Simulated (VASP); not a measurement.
Given:

```xyz
1
Lattice="0.0000 2.4944 2.4944 2.4944 0.0000 2.4944 2.4944 2.4944 0.0000" Properties=species:S:1:pos:R:3 pbc="T T T"
Pb     0.0000     0.0000     0.0000
```

Level of theory: r2SCAN meta-GGA with spin-orbit coupling, VASP's PBE PAW potentials (set 64) (plane waves; VASP). Settings: 400 eV cut-off, 11×11×11 Γ-centred mesh, Gaussian smearing of 0.050 eV, potentials Pb_d.

### Question
What does the run give for the energy per atom (σ→0), band gap (over mesh and band path) with the smallest direct gap where there is one?

### Answer

```
Property                                                              Result
----------------------------------  ----------------------------------------
band gap (over mesh and band path)  none (metal, semimetal or under 0.01 eV)
energy per atom (σ→0)                                        -56.810 eV/atom
```

Total energies compare only between runs with the same potentials, cut-off and functional.

The compound is Pb in the fcc structure. It was relaxed first.
